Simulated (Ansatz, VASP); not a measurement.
# Cross-check of Al2ZnSe2O2 between VASP and Ansatz, part 2 of 2

One calculation is typed for both programs; each brings its own data sets. How far apart do they land? The cell is invented: As first built, before any earlier steps moved the atoms (in the runner's words): O for S in the Al2ZnSe2S2 structure of space group C2. It may not be a known or stable phase. The cell is taken from a series of runs on this material, whose earlier steps may have relaxed, scaled, displaced or heated it; both programs get it as it stands.

VASP 6.6.1 and Ansatz 0.2.0.

So far. Step 5 (VASP: single point, PBE, pair 2): The run ends at a pressure of 3.01 GPa, with forces up to 0.23 eV/Å.

**6. Ansatz: single point, PBE, pair 2**

Level of this step: Ansatz beside VASP: Kohn-Sham DFT, plane waves, PBE (Ansatz).

The same cell, functional and mesh now go to Ansatz, which takes its cutoff from its data sets.

The cell is taken from a series of runs on this material, whose earlier steps may have relaxed, scaled, displaced or heated it; both programs get it as it stands.

input.yaml reads:

```yaml
crystal:
  lattice:
    - [3.504317645, -4.6550172436, 0.1064048597]
    - [3.504317645, 4.6550172436, 0.1064048597]
    - [-3.3741034588, 0.0, 3.7190011957]
  atoms:
    - { symbol: Al, position: [0.4702109592, 0.5297890408, 0.0] }
    - { symbol: Al, position: [0.2814231908, 0.7185768092, 0.5] }
    - { symbol: Zn, position: [0.9756322791, 0.0243677209, 0.0] }
    - { symbol: Se, position: [0.8600556565, 0.6017851412, 0.4913333523] }
    - { symbol: Se, position: [0.3982148588, 0.1399443435, 0.5086666477] }
    - { symbol: O, position: [0.5514731473, 0.7870105918, 0.8934570724] }
    - { symbol: O, position: [0.2129894082, 0.4485268527, 0.1065429276] }
kpoints:
  mp_grid: { grid: [6, 6, 6] }
  band_path: { path: [VBM, CBM], npoints: 30 }
scf:
  occupations: { method: fixed }
hamiltonian:
  xc: pbe
output:
  eigenvalues: true
```

On the command line:

```console
$ ansatz run input.yaml --threads 2 --pin off --max-ram 4096MiB --backend cpu --events-out ev --progress --plain --runs-dir out
```

Numbers of over 12 decimals in the logs are rounded to 6 here.

What it wrote:

```text
[...]
Crystal: 7 atoms, lattice volume = 124.676 Å³
Basis set: ecut = 420 eV, 2425 PW (Γ)
Bands: 38, of which v1, the nominal top of the filled ones, is band 31 counted from 1 (30 counted from 0)
Symmetry: 2 space group operations
[...]
k-points: 68 of 216 (time reversal used)
[...]
--- Band table (eV; the first three rows and the last of 68) ---
  k-point 0: bands = [... 27 lower, 4.0889, 4.7945, 5.0809, 6.2449, 7.1134, 9.7051, 10.8344, 10.8546, ... 3 higher]
  k-point 1: bands = [... 27 lower, 4.0182, 4.1834, 4.7280, 6.2914, 7.7391, 10.7540, 10.8986, 11.3910, ... 3 higher]
  k-point 2: bands = [... 27 lower, 4.1552, 4.4760, 4.5751, 6.3914, 8.8564, 10.3191, 11.2089, 12.0554, ... 3 higher]
  k-point 67: bands = [... 27 lower, 4.3175, 4.3301, 5.3341, 6.6077, 7.8738, 10.5647, 10.8125, 12.1766, ... 3 higher]
[key lines of the parts left out:]
SCF converged after 8 iterations
Free energy (F): -16472.776532 eV
Fermi energy:    6.607691 eV
```

**7. Comparison**

What differs besides the data sets and the points named for the pairs above, as far as they apply: the data sets hold 62 valence electrons in Ansatz (on its default PAW (the set named soft_2) files) and 42 in VASP. Total energies have different zeros and are not compared.

The two programs side by side:

```tsv
quantity	Ansatz	VASP	difference
gap on the k mesh (eV)	0.506	0.495	+0.010
```

A gap on the mesh is an upper bound, since the band edges may lie between its points.

**8. Ansatz: single point, r2SCAN**

A single point gives forces, pressure and levels at one fixed geometry, so differences don't come from the geometry; what else differs is listed under the comparison.

The cell is taken from a series of runs on this material, whose earlier steps may have relaxed, scaled, displaced or heated it; both programs get it as it stands.

input.yaml: that of step 6 with these lines changed.

```diff
@@ -2,5 +2,5 @@
   lattice:
-    - [3.504317645, -4.6550172436, 0.1064048597]
-    - [3.504317645, 4.6550172436, 0.1064048597]
-    - [-3.3741034588, 0.0, 3.7190011957]
+    - [5.827585237, 0.0, 0.0]
+    - [-1.609177902, 5.601008496, 0.0]
+    - [-1.961054197, -2.603798151, 3.819691829]
   atoms:
@@ -15,3 +15,2 @@
   mp_grid: { grid: [6, 6, 6] }
-  band_path: { path: [VBM, CBM], npoints: 30 }
 scf:
@@ -19,4 +18,9 @@
 hamiltonian:
-  xc: pbe
+  xc: r2scan
 output:
   eigenvalues: true
+  transmission:
+    leads: [[0, 0]]
+    kpoints: [[0.0, 0.0], [-0.5, -0.5]]
+    e_range: [-1.0, 1.96]
+    de: 0.07
```

What it wrote:

```text
[...]
Crystal: 7 atoms, lattice volume = 124.676 Å³
Basis set: ecut = 500 eV, 3143 PW (Γ), exchange–correlation on 180×180×160 points (64 copies of the dense FFT grid, shifted against one another)
Bands: 38, of which v1, the nominal top of the filled ones, is band 31 counted from 1 (30 counted from 0)
Symmetry: 2 space group operations
[...]
k-points: 68 of 216 (time reversal used)
[...]
k-point 2: bands = [... 27 lower, 3.8011, 4.1279, 4.2569, 6.1290, 9.0334, 10.5448, 11.5041, 12.3739, ... 3 higher]
  k-point 67: bands = [... 27 lower, 3.9412, 3.9476, 5.0307, 6.3473, 8.0540, 10.8665, 11.0471, 12.5784, ... 3 higher]
--- Transmission ---
  basis      : 337 plane waves across, 6 finite elements along
  points     : 2, as listed
[...]
channels       : 0.000000e0 a spin
[...]
slowest decay  : 0.1681 /Å at (0.0000, 0.0000)
[key lines of the parts left out:]
SCF converged after 8 iterations
Free energy (F): -16506.763452 eV
Fermi energy:    6.347281 eV
```

**9. VASP: single point, r2SCAN**

The same cell, functional and mesh now go to VASP, with its own data sets.

INCAR reads:

```
SYSTEM = Al2ZnSe2O2
PREC = Accurate
ENCUT = 580
EDIFF = 1E-06
NELM = 120
ISMEAR = 0
SIGMA = 0.01
LREAL = .FALSE.
ALGO = Normal
METAGGA = R2SCAN
LASPH = .TRUE.
NBANDS = 28
LORBIT = 11
LWAVE = .FALSE.
LCHARG = .FALSE.
ISIF = 2
GGA_COMPAT = .FALSE.
EFERMI = MIDGAP
LMIXTAU = .TRUE.
KPAR = 2
```

POSCAR reads:

```
Al2ZnSe2O2
1.0
    5.8275852370      0.0000000000      0.0000000000
   -1.6091779020      5.6010084960      0.0000000000
   -1.9610541970     -2.6037981510      3.8196918290
Al Zn Se O
2 1 2 2
Direct
    0.4702109592      0.5297890408      0.0000000000
    0.2814231908      0.7185768092      0.5000000000
    0.9756322791      0.0243677209      0.0000000000
    0.8600556565      0.6017851412      0.4913333523
    0.3982148588      0.1399443435      0.5086666477
    0.5514731473      0.7870105918      0.8934570724
    0.2129894082      0.4485268527      0.1065429276
```

KPOINTS reads:

```
Automatic mesh
0
Gamma
6 6 6
0 0 0
```

The projector-augmented-wave data sets are Al, Zn, Se and O (PBE family, release 64).

On the command line:

```console
$ mpirun -np 2 vasp_std
```

What it wrote:

```text
[banner, memory and clock lines left out]
running    2 mpi-ranks, on    1 nodes
[...]
|                                                                             |
|               ----> ADVICE to this user running VASP <----                  |
|                                                                             |
|     You enforced a specific xc type in the INCAR file but a different       |
|     [... a line on the potential file left out ...]
|     I HOPE YOU KNOW WHAT YOU ARE DOING!                                     |
|                                                                             |

 LDA part: xc-table for (None), standard interpolation
 POSCAR, INCAR and KPOINTS ok, starting setup
[...]
entering main loop
       N       E                     dE             d eps       ncg     rms          rms(c)
DAV:   1     0.286699595211E+03    0.28670E+03   -0.20271E+04  3808   0.166E+03
DAV:   2    -0.455404878048E+02   -0.33224E+03   -0.31743E+03  4184   0.357E+02
DAV:   3    -0.873938417658E+02   -0.41853E+02   -0.41187E+02  4496   0.130E+02
DAV:   4    -0.884958744750E+02   -0.11020E+01   -0.10993E+01  4680   0.218E+01
[...]
DAV:  19    -0.751024845347E+02   -0.81344E-05   -0.14663E-05  4096   0.445E-02    0.285E-03
DAV:  20    -0.751024872064E+02   -0.26717E-05   -0.63995E-07  3148   0.765E-03    0.213E-03
DAV:  21    -0.751024878852E+02   -0.67881E-06   -0.28532E-07  2388   0.910E-03
   1 F= -.75102488E+02 E0= -.75102488E+02  d E =0.000000E+00
```

Parts of OUTCAR (step 9):

```text
  Total       -0.0383815     -0.0334404     -0.0432170      0.0085990     -0.0176275     -0.0131234
  in kB       -0.4932294     -0.4297335     -0.5553693      0.1105039     -0.2265257     -0.1686447
  external PRESSURE =      -0.4927774 kB  Pullay stress =       0.0000000 kB

 POSITION                                       TOTAL-FORCE (eV/Angst)
 -----------------------------------------------------------------------------------
      1.88767      2.96735      0.00000         0.027735     -0.020889      0.000000
     -0.49683      2.72286      1.90985        -0.029066      0.021891      0.000000
      5.64637      0.13648      0.00000        -0.001399      0.001054      0.000000
      3.08014      2.09127      1.87674         0.011876      0.005469     -0.019507
      1.09791     -0.54064      1.94295        -0.001977     -0.012924      0.019507
      0.19520      2.08167      3.41273        -0.015773     -0.013484     -0.006111
      0.31052      2.23479      0.40696         0.008604      0.018883      0.006111
 -----------------------------------------------------------------------------------
    total drift:                               -0.005640      0.004248     -0.000000

  FREE ENERGIE OF THE ION-ELECTRON SYSTEM (eV)
  ---------------------------------------------------
  free  energy   TOTEN  =       -75.1024878852 eV

  energy  without entropy=      -75.1024878852  energy(sigma->0) =      -75.10248789

[... 1 part as in an earlier step ...]

[... 2 further parts left out ...]
[key lines of the parts left out:]
E-fermi :   3.6583
```

The run ends at a pressure of -0.05 GPa, with forces up to 0.036 eV/Å.

**10. Differences**

What differs besides the data sets and the points named for the pairs above, as far as they apply: VASP keeps PBE cores, Ansatz makes them for the functional; the data sets hold 62 valence electrons in Ansatz (on its default PAW (the set named soft_2) files) and 42 in VASP; the cutoff is 500 eV in Ansatz and 580 eV in VASP. Total energies have different zeros and are not compared.

Compared:

```tsv
quantity	Ansatz	VASP	difference
gap on the k mesh (eV)	0.957	0.947	+0.010
```

A gap on the mesh is an upper bound, since the band edges may lie between its points.

**11. Outcome**

| Quantity | Value |
| --- | --- |
| difference in gap on the k mesh (single point, PBE, pair 1) | 0.010 eV |
| difference in gap on the k mesh (single point, PBE, pair 2) | 0.010 eV |
| difference in gap on the k mesh (single point, r2SCAN) | 0.010 eV |

What this shows: The difference in gap on the k mesh is 0.010 eV (single point, PBE, pair 1), within the 0.08 eV picked in this series as the mark of a large difference. The data sets hold unlike numbers of valence electrons (62 in Ansatz and 42 in VASP), so part of the differences comes from the potentials. 2 further runs of this series are not shown here. Such differences can come from data sets, numerical settings and the points named under the comparisons, not from the functional's error against experiment.

[Lines on the potential files, build, host, timing and source positions are cut from VASP's logs without a mark.]

[Logs are printed without paths, hosts, clocks, repeated set-up lines and the standing remarks that a program may print on its own settings, such as how far it seeks lower states.]

[Hosts, paths, dates, database ids (printed as entryN), source tags and the programs' standing remarks are cut or masked in the printed files.]
